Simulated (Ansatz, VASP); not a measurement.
## One calculation of SnGeSe3, two programs

Contents of INCAR:

```
SYSTEM = SnGeSe3
PREC     = Accurate       ! precision mode
ENCUT    = 520            ! plane-wave cutoff, eV
EDIFF    = 1E-7           ! SCF threshold, eV
ISMEAR   = 0              ! smearing method
SIGMA    = 0.05           ! smearing width, eV
LREAL    = .FALSE.        ! projectors in reciprocal space
LASPH    = .TRUE.         ! aspherical terms in the spheres
NELM     = 100            ! most SCF steps
ALGO     = Normal         ! electronic algorithm
ISIF     = 2              ! what is computed and relaxed
LWAVE    = .FALSE.        ! write WAVECAR
LCHARG   = .TRUE.         ! write CHGCAR
GGA      = PE             ! functional
LELF     = .TRUE.         ! ELF
LVHAR    = .TRUE.       
NBANDS   = 31             ! bands
```

Contents of KPOINTS:

```
Automatic mesh
0
G
  4 4 4
  0 0 0
```

The input POSCAR:

```
SnGeSe3
1.0
    5.4200000000      0.0000000000      0.0000000000
    0.0000000000      5.4200000000      0.0000000000
    0.0000000000      0.0000000000      5.4200000000
Sn Ge Se
1 1 3
Direct
    0.0000000000      0.0000000000      0.0000000000
    0.5000000000      0.5000000000      0.5000000000
    0.5000000000      0.5000000000      0.0000000000
    0.5000000000      0.0000000000      0.5000000000
    0.0000000000      0.5000000000      0.5000000000
```

Input for Ansatz:

```yaml
crystal:
  lattice:
    - [5.42, 0.0, 0.0]
    - [0.0, 5.42, 0.0]
    - [0.0, 0.0, 5.42]
  atoms:
    - { symbol: Sn, position: [0.0, 0.0, 0.0] }
    - { symbol: Ge, position: [0.5, 0.5, 0.5] }
    - { symbol: Se, position: [0.5, 0.5, 0.0] }
    - { symbol: Se, position: [0.5, 0.0, 0.5] }
    - { symbol: Se, position: [0.0, 0.5, 0.5] }
basis:
  ecutwfc: 420
kpoints:
  mp_grid: { grid: [4, 4, 4] }
hamiltonian:
  xc: pbe
scf:
  occupations: { method: gaussian, width: 0.05 }
output:
  forces: true
  stress: true
  eigenvalues: true
```

The cell comes from a database or a generator and needn't be the stable form of this composition.

Alike in both runs: task single point; functional PBE; k mesh 4 × 4 × 4; occupations gaussian, width 0.05 eV; no spin polarisation.

|  | VASP | Ansatz |
| --- | --- | --- |
| version | VASP 6.6.1 | Ansatz 0.2.0 |
| potentials or method | VASP PAW PBE potentials, release 64 (Sn_d, Ge_d, Se) | scalar-relativistic, plane waves, PAW |
| plane-wave cutoff (eV) | 520 | 420 |
| valence electrons in the cell | 46 | 76 |

|  | VASP | Ansatz | Ansatz less VASP |
| --- | --- | --- | --- |
| gap on the k mesh at the Fermi level (eV) | none | none | - |
| pressure (GPa) | -6.7 | -6.7 | -0.01 |

A gap of «none» marks a metal or a gap that the smearing closes. The two sets of potentials don't hold the same shells in valence.
